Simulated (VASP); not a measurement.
Here is the system:

```xyz
4
Lattice="3.6309 0.0000 0.0000 -1.8155 3.1445 0.0000 0.0000 0.0000 11.6825" Properties=species:S:1:pos:R:3 pbc="T T T"
Ho     0.0000     0.0000     0.0000
Ho     0.0000     0.0000     5.8413
Ho     0.0000     2.0963     2.9206
Ho     1.8155     1.0482     8.7619
```

Calculation: PBE GGA, VASP's PBE PAW potentials (set 64) (plane waves; VASP). Settings: 240 eV cut-off, 6×6×6 Γ-centred mesh shifted by (0.5, 0.5, 0.5), Gaussian smearing of 0.20 eV, potentials Ho_3.

The 4f electrons are frozen in the core of the lanthanide potential, so 4f levels, which can set the real gap, and their magnetism are missing. At this cut-off the stress carries a Pulay error, which pulls relaxed volumes low.  Energy and stress use the plane-wave basis of the starting cell.

Problem. The ions, cell shape and volume are relaxed. Which structure does the run end with?

Solution. 
```xyz
4
Lattice="3.5422 0.0000 0.0000 -1.7711 3.0677 0.0000 0.0000 0.0000 11.4111" Properties=species:S:1:pos:R:3 pbc="T T T"
Ho    -1.7711     3.0677     0.0000
Ho    -1.7711     3.0677     5.7055
Ho     0.0000     2.0451     2.8528
Ho     1.7711     1.0226     8.5583
```
Space group P6_3/mmc (194), at a tolerance of 0.03 Å.

Problem. How do energy and volume change from the first to the last step?

Solution. The energy (σ→0) changes by -22.7 meV/atom and the volume by -7.0 %, in 7 ionic steps.

```json
[
 {"step": "1", "E(σ→0) (eV)": "-17.9379", "max force (eV/Å)": "0.000", "pressure (GPa)": "-2.71", "volume (Å³)": "133.38"},
 {"step": "2", "E(σ→0) (eV)": "-18.0279", "max force (eV/Å)": "0.000", "pressure (GPa)": "0.41", "volume (Å³)": "122.79"},
 {"step": "3", "E(σ→0) (eV)": "-18.0286", "max force (eV/Å)": "0.000", "pressure (GPa)": "0.02", "volume (Å³)": "123.98"},
 {"step": "4", "E(σ→0) (eV)": "-18.0285", "max force (eV/Å)": "0.000", "pressure (GPa)": "-0.05", "volume (Å³)": "124.16"},
 {"step": "5", "E(σ→0) (eV)": "-18.0286", "max force (eV/Å)": "0.000", "pressure (GPa)": "-0.05", "volume (Å³)": "124.15"},
 {"step": "6", "E(σ→0) (eV)": "-18.0286", "max force (eV/Å)": "0.000", "pressure (GPa)": "-0.05", "volume (Å³)": "124.15"},
 {"step": "7", "E(σ→0) (eV)": "-18.0288", "max force (eV/Å)": "0.000", "pressure (GPa)": "0.00", "volume (Å³)": "124.00"}
]
```

The structure was generated: Ho was put into an ordered model structure, which need not be its known phase. This run relaxes it. Symmetry was kept, so distortions that lower it aren't found. The k-mesh is coarse (spacing up to 0.34 per Å, 2π included), so the numbers may not be converged in it. The run is one of a series of settings (EDIFFG = -0.01, ENCUT = 240, IBRION = 2, ISIF = 3, ISPIN removed, the spin start removed, NSW = 50, KPOINTS 6×6×6 Γ-centred mesh shifted by (0.5, 0.5, 0.5), POTCAR Ho_3 (PBE.64 set) against the base run), some of them coarse on purpose.
